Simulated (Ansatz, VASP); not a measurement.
# Sc: VASP beside Ansatz, part 2 of 2

One calculation is typed for both programs; each brings its own data sets. How far apart do they land? Of the first pair: The structure shown is the end of the Ansatz relaxation below.

VASP 6.6.1 and Ansatz 0.2.0.

So far. Step 3 (VASP: single point, LDA): The run ends at a pressure of 0.71 GPa.

**6. Ansatz: zone-centre phonons, LDA, pair 2**

Level of this step: Ansatz beside VASP: Kohn-Sham DFT, plane waves, LDA (Ansatz).

The same cell, functional (in two slightly different forms), mesh and smearing now go to Ansatz, which takes its cutoff from its data sets.

The cell is taken from a series of runs on this material, whose earlier steps may have relaxed, scaled, displaced or heated it; both programs get it as it stands.

input.yaml reads:

```yaml
crystal:
  lattice:
    - [3.1231851696, 0.0, 0.0]
    - [-1.5615925848, 2.7047576976, 0.0]
    - [0.0, 0.0, 4.7973119615]
  atoms:
    - { symbol: Sc, position: [0.3333333333, 0.6666666667, 0.25] }
    - { symbol: Sc, position: [0.6666666667, 0.3333333333, 0.75] }
kpoints:
  mp_grid: { grid: [15, 15, 8] }
hamiltonian:
  xc: lda
  pseudopotentials: { kind: paw, azcp: { folder: soft_1 }, xc_functional: pbe }
scf:
  occupations: { method: methfessel_paxton, width: 0.2 }
output:
  eigenvalues: true
phonons:
  method: dfpt
```

The run is started by

```sh
ansatz run input.yaml --threads 4 --pin off --max-ram 10240MiB --backend cpu --events-out ev --progress --plain --runs-dir out
```

Numbers of over 12 decimals in the logs are rounded to 6 here.

Log:

```text
zone centre: on kpoints.mp_grid the ground state, and the responses unless they are solved on pairs of k-points, stand on 320 of the mesh's 1800 k-points, reduced under 4 symmetry operations, with k and −k counted as one. Each operation leaves every solved displacement unchanged or reverses it
[...]
Crystal: 2 atoms, lattice volume = 40.525 Å³
[...]
k mesh reduced under 4 symmetry operations, with k and −k counted as one. Each operation leaves every solved displacement unchanged or reverses it
  ASR residual: 5.587e-5 → 0.000e0 eV/Å²; symmetrization residual: 3.917e-13 eV/Å²
  ASR residual per site (eV/Å²): 5.59e-5 5.59e-5
  Γ frequencies (cm⁻¹): 0.00 0.00 0.00 146.55 146.55 276.17
  non-analytic LO–TO correction: not included (Born effective charges unavailable; polar crystals: no LO–TO splitting at Γ)
[key lines of the parts left out:]
SCF converged after 8 iterations
Free energy (F): -4177.928176 eV
Fermi energy:    11.225355 eV
```

**7. Differences**

Compared:

```
                  quantity  Ansatz   VASP  difference
optical mode 1 to 2 (cm⁻¹)   146.6  147.9     -0.91 %
     optical mode 3 (cm⁻¹)   276.2  278.2     -0.71 %
```

Modes are paired by rising frequency, not by their patterns, so a pair may set unlike modes beside each other; they are those without the splitting of longitudinal modes.

**8. Ansatz: zone-centre phonons, LDA, pair 3**

Second derivatives magnify differences that forces hide, and they need a tight electronic threshold. The cell compared in this pair holds 41.43 Å³, against 40.53 Å³ for the pair before.

The cell is taken from a series of runs on this material, whose earlier steps may have relaxed, scaled, displaced or heated it; both programs get it as it stands.

input.yaml, as its differences from that of step 6:

```diff
@@ -2,5 +2,5 @@
   lattice:
-    - [3.1231851696, 0.0, 0.0]
-    - [-1.5615925848, 2.7047576976, 0.0]
-    - [0.0, 0.0, 4.7973119615]
+    - [3.1454029232, 0.0, 0.0]
+    - [-1.5727014616, 2.7239988367, 0.0]
+    - [0.0, 0.0, 4.8348852835]
   atoms:
```

Log:

```text
[...]
Crystal: 2 atoms, lattice volume = 41.426 Å³
Basis set: ecut = 420 eV, 797 PW (Γ), exchange–correlation on 48×48×72 points (8 copies of the dense FFT grid, shifted against one another)
Bands: 15, of which v1, the nominal top of the filled ones, is band 11 counted from 1 (10 counted from 0)
Symmetry: 24 space group operations
k-points: 320 of 1800 (irreducible under 4 space group operations, time reversal used)
[...]
k-point 1: bands = [... 7 lower, -16.0866, 5.7304, 8.9792, 12.1005, 12.5822, 12.5822, 13.0093, 13.1640]
  k-point 2: bands = [... 7 lower, -16.1304, 6.0997, 8.6802, 11.8605, 12.4757, 12.4757, 12.7600, 12.9496]
  k-point 319: bands = [... 7 lower, -16.1982, 9.5251, 9.5251, 11.1331, 11.1331, 11.7741, 11.7741, 13.4832]
[...]
ASR residual: 6.488e-5 → 0.000e0 eV/Å²; symmetrization residual: 3.783e-13 eV/Å²
  ASR residual per site (eV/Å²): 6.49e-5 6.49e-5
  Γ frequencies (cm⁻¹): 0.00 0.00 0.00 144.90 144.90 268.95
[...]
[key lines of the parts left out:]
SCF converged after 8 iterations
Free energy (F): -4177.966130 eV
Fermi energy:    10.937732 eV
```

**9. VASP: zone-centre phonons, LDA, pair 3**

The same cell, functional (in two slightly different forms), mesh and smearing now go to VASP, with its own data sets.

INCAR reads:

```
SYSTEM = Sc
PREC = Accurate
ENCUT = 500
EDIFF = 1E-08
NELM = 120
ISMEAR = 1
SIGMA = 0.2
LREAL = .FALSE.
ALGO = Normal
GGA = CA
NBANDS = 17
LASPH = .TRUE.
LORBIT = 11
LWAVE = .FALSE.
LCHARG = .FALSE.
ISIF = 2
IBRION = 8
GGA_COMPAT = .FALSE.
KPAR = 2
```

POSCAR reads:

```
Sc
1.0
    3.1454029232      0.0000000000      0.0000000000
   -1.5727014616      2.7239988367      0.0000000000
    0.0000000000      0.0000000000      4.8348852835
Sc
2
Direct
    0.3333333333      0.6666666667      0.2500000000
    0.6666666667      0.3333333333      0.7500000000
```

KPOINTS reads:

```
Automatic mesh
0
Gamma
15 15 8
0 0 0
```

The projector-augmented-wave data sets are Sc_sv (LDA family, release 64).

The run is started by

```sh
mpirun -np 2 vasp_std
```

Log:

```text
[... set-up lines as in an earlier step ...]
 entering main loop
       N       E                     dE             d eps       ncg     rms          rms(c)
DAV:   1     0.351205416959E+03    0.35121E+03   -0.10795E+04  4646   0.142E+03
DAV:   2     0.467792136630E+01   -0.34653E+03   -0.34090E+03  5886   0.590E+02
DAV:   3    -0.142138476715E+02   -0.18892E+02   -0.18257E+02  7684   0.178E+02
DAV:   4    -0.145364491964E+02   -0.32260E+00   -0.31996E+00  6506   0.192E+01
[...]
DAV:  10    -0.133827908402E+02   -0.18749E-04   -0.63576E-05  7377   0.119E-01    0.363E-03
DAV:  11    -0.133827913202E+02   -0.48006E-06   -0.97646E-07  7116   0.112E-02    0.859E-04
DAV:  12    -0.133827913263E+02   -0.60968E-08   -0.53992E-08  6627   0.323E-03
   1 F= -.13382791E+02 E0= -.13382903E+02  d E =0.334236E-03
 Linear response reoptimize wavefunctions to high precision
DAV:   1    -0.133827913170E+02    0.93155E-08   -0.80592E-09  6351   0.108E-03
DAV:   2    -0.133827913171E+02   -0.23192E-10   -0.21846E-10  3995   0.230E-04
 Linear response DOF=           2
 Linear response progress:
[...]
RMM:  23    -0.716815717050E+00    0.21234E-08   -0.10395E-06 46886   0.108E-02    0.457E-06
RMM:  24    -0.716815714563E+00    0.24869E-08   -0.98098E-07 47453   0.108E-02    0.500E-06
RMM:  25    -0.716815715224E+00   -0.66060E-09   -0.93821E-07 47708   0.108E-02    0.497E-06
 first order change of Fermi-energy   0.10211E-04
 force on displaced ion       1 direction 1 :  -1.766  -0.000   0.000
 Linear response progress:
  Degree of freedom:   2/  2
       N       E                     dE             d eps       ncg     rms          rms(c)
RMM:   1    -0.788067534959E+00   -0.78807E+00   -0.10178E+02  6619   0.298E+02
RMM:   2    -0.789442416780E+00   -0.13749E-02   -0.22455E-01 10606   0.560E+00    0.136E-01
RMM:   3    -0.792261815284E+00   -0.28194E-02   -0.82940E-03 10934   0.105E+00    0.473E-02
RMM:   4    -0.791323282686E+00    0.93853E-03   -0.14480E-03 13298   0.310E-01    0.181E-02
[...]
RMM:  19    -0.791070825034E+00   -0.62766E-09   -0.22580E-06 15144   0.109E-02    0.425E-06
RMM:  20    -0.791070826103E+00   -0.10696E-08   -0.23162E-06 15257   0.109E-02    0.485E-06
RMM:  21    -0.791070822387E+00    0.37169E-08   -0.22618E-06 15487   0.109E-02    0.466E-06
 first order change of Fermi-energy   0.23874E-04
 force on displaced ion       1 direction 3 :   0.000  -0.000  -6.067
 Linear response finished
```

Parts of OUTCAR (step 9):

```text
  Total        1.5456439      1.5456439      1.5505487      0.0000000      0.0000000     -0.0000000
  in kB       59.7792768     59.7792768     59.9689734      0.0000000      0.0000000     -0.0000000
  external PRESSURE =      59.8425090 kB  Pullay stress =       0.0000000 kB

 POSITION                                       TOTAL-FORCE (eV/Angst)
 -----------------------------------------------------------------------------------
     -0.00000      1.81600      1.20872        -0.000000      0.000000      0.000000
      1.57270      0.90800      3.62616         0.000000     -0.000000      0.000000
 -----------------------------------------------------------------------------------
    total drift:                               -0.000000      0.000000     -0.000000

[... 1 part as in an earlier step ...]

[... 1 further part left out ...]
```

**10. Side by side**

Both answers:

```
                  quantity  Ansatz   VASP  difference
optical mode 1 to 2 (cm⁻¹)   144.9  146.2     -0.87 %
     optical mode 3 (cm⁻¹)   268.9  270.9     -0.73 %
```

Modes are paired by rising frequency, not by their patterns, so a pair may set unlike modes beside each other; they are those without the splitting of longitudinal modes.

**11. What came out**

* difference in pressure (single point, LDA): -0.085 GPa
* r.m.s. difference of the optical zone-centre modes, each program's sorted by frequency (zone-centre phonons, LDA, pair 2): 1.6 cm⁻¹
* difference in optical mode 1 to 2 (zone-centre phonons, LDA, pair 2): -0.9 %
* r.m.s. difference of the optical zone-centre modes, each program's sorted by frequency (zone-centre phonons, LDA, pair 3): 1.5 cm⁻¹
* difference in optical mode 1 to 2 (zone-centre phonons, LDA, pair 3): -0.9 %

The difference in pressure is -0.085 GPa (single point, LDA), within the 1 GPa picked in this series as the mark of a large difference. Among the rows given in per cent, the largest difference of the zone-centre phonons, LDA, pair 2 pair is in optical mode 1 to 2, -0.9 %. Among the rows given in per cent, the largest difference of the zone-centre phonons, LDA, pair 3 pair is in optical mode 1 to 2, -0.9 %. Such differences can come from data sets, numerical settings and the points named under the comparisons, not from the functional's error against experiment.

[Lines on the potential files, build, host, timing and source positions are cut from VASP's logs without a mark.]

[Logs are printed without paths, hosts, clocks, repeated set-up lines and the standing remarks that a program may print on its own settings, such as how far it seeks lower states.]

[Hosts, paths, dates, database ids (printed as entryN), source tags and the programs' standing remarks are cut or masked in the printed files.]
